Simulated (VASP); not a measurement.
An input for Quantum ESPRESSO's pw.x (written as the equivalent of a VASP run, and not itself run):

```
&CONTROL
  calculation = 'scf'
  pseudo_dir = './pseudo'
  outdir = './out'
  tprnfor = .true.
  tstress = .true.
/
&SYSTEM
  ibrav = 0
  nat = 2
  ntyp = 2
  ecutwfc = 84
  occupations = 'smearing'
  smearing = 'methfessel-paxton'
  degauss = 0.00735
  input_dft = 'pbesol'
/
&ELECTRONS
  conv_thr = 7.3e-08
  electron_maxstep = 100
/
ATOMIC_SPECIES
  Hf 178.490 Hf.upf
  N 14.007 N.upf
CELL_PARAMETERS angstrom
     0.0000000    2.2558600    2.2558600
     2.2558600    0.0000000    2.2558600
     2.2558600    2.2558600    0.0000000
ATOMIC_POSITIONS crystal
  Hf   0.0000000  0.0000000  0.0000000
  N    0.5000000  0.5000000  0.5000000
K_POINTS automatic
  10 10 10 0 0 0
```

Problem. Translate this input to VASP (INCAR, KPOINTS, POSCAR, choice of POTCAR).

Solution. One answer among several that fit: 
INCAR:
```
LWAVE = .FALSE.
LREAL = .FALSE.   ! projection in real space or not
LASPH = .TRUE.   ! aspherical one-centre terms
SIGMA = 0.1
ALGO = Normal   ! blocked Davidson
ENCUT = 520   ! plane-wave cut-off (eV)
ISMEAR = 1
LCHARG = .FALSE.
LMAXMIX = 6   ! l cut-off of mixed one-centre charges
PREC = Accurate
GGA = PS   ! PBEsol
EDIFF = 1E-6
SYSTEM = HfN
ISIF = 2   ! forces and stress, cell fixed
NELM = 100
```

**POSCAR**
```
HfN
3.1902680
  0.0000000000   0.7071067384   0.7071067384
  0.7071067384   0.0000000000   0.7071067384
  0.7071067384   0.7071067384   0.0000000000
Hf N
1 1
Cartesian
  0.0000000000   0.0000000000   0.0000000000
  0.7071067384   0.7071067384   0.7071067384
```

**KPOINTS**
```
Automatic mesh
0
Gamma
10 10 10
0 0 0
```

POTCAR, in this order: Hf_pv N (PBE.64 set). Program: vasp_std.

What does not carry over: the potentials are each code's own (VASP's PAW set, PseudoDojo norm-conserving files in pw.x), so ENCUT and ecutwfc are chosen apart and not converted; conv_thr bounds pw.x's estimated SCF error, while EDIFF bounds the energy change between steps.

The structure comes from a computed database's HfN entry; how it stands against other phases isn't given here. The cell was not relaxed at this level. The run is one of a series of settings (ENCUT = 520 against the base run), some of them coarse on purpose.
